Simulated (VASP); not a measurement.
Crystal: CeZn2Ni.

```
Ce Zn Ni
1.0
     3.86439    0.00000    0.00000
     0.00000    3.86439    0.00000
     0.00000    0.00000    4.91927
Ce Zn Ni
1 2 1
Direct
  0.00000 0.00000 0.00000
  0.00000 0.50000 0.50000
  0.50000 0.00000 0.50000
  0.50000 0.50000 0.00000
```

The cell comes from a database or a generator and needn't be the stable form of this composition.

Base run:

* Program: VASP 6.6.1
* Functional: PBE
* Potentials or basis: VASP PAW PBE potentials, release 64 (Ce, Zn, Ni)
* Cutoff: 520 eV
* k mesh: 5 × 5 × 5
* Occupations: fermi-dirac, width 0.05 eV
* Spin: collinear spin, ferromagnetic start
* Starting moments: [1.0, 0.0, 0.0, 1.0] μB

Its results: net moment 0.29 μB per cell; site moments Ce +0.30; Zn +0.00; Ni -0.03 μB.

Question: The run is repeated on the same cell with these changes: functional from PBE to PBEsol. What comes out?

Answer: Net moment -0.03 μB per cell; site moments Ce -0.03; Zn -0.00; Ni +0.00 μB.

Caveats: the magnetic or orbital state may not be the lowest.

Not every run made on this cell is shown here.
